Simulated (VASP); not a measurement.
Sn:

```
Sn
1.0
     3.11679    0.00000    0.00000
     0.00000    3.11679    0.00000
     0.00000    0.00000    3.11679
Sn
1
Direct
  0.00000 0.00000 0.00000
```

The cell was built by a generator and needn't be a form met in nature.

| Property | Result |
| --- | --- |
| Program | VASP 6.6.1 |
| Task | relaxation of cell and atoms |
| Functional | LDA |
| Potentials or basis | VASP PAW LDA potentials, release 64 (Sn_d) |
| Cutoff | 600 eV |
| k mesh | 10 × 10 × 10 |
| Occupations | fermi-dirac, width 0.1 eV |
| Spin | no spin polarisation |

At the start: pressure -5.1 GPa; volume 30.28 Å³/atom.

Where does the relaxation end?

Over 5 steps the energy falls by 56.7 meV/atom and the volume is 27.11 Å³/atom (-10.5 %); space group Pm-3m (No. 221, to 0.05 Å).

Step by step:
```csv
step,energy change (eV),largest force (eV/Å),pressure (GPa),volume (Å³)
1,0.0000,0.0000,-5.07,30.28
2,-0.0521,0.0000,1.84,26.27
3,-0.0567,0.0000,0.06,27.05
4,-0.0567,0.0000,-0.22,27.11
5,-0.0567,0.0000,-0.04,27.11
```

Final structure:
```
Sn
1.0
     3.00406    0.00000    0.00000
     0.00000    3.00406    0.00000
     0.00000    0.00000    3.00406
Sn
1
Direct
  0.00000 0.00000 0.00000
```
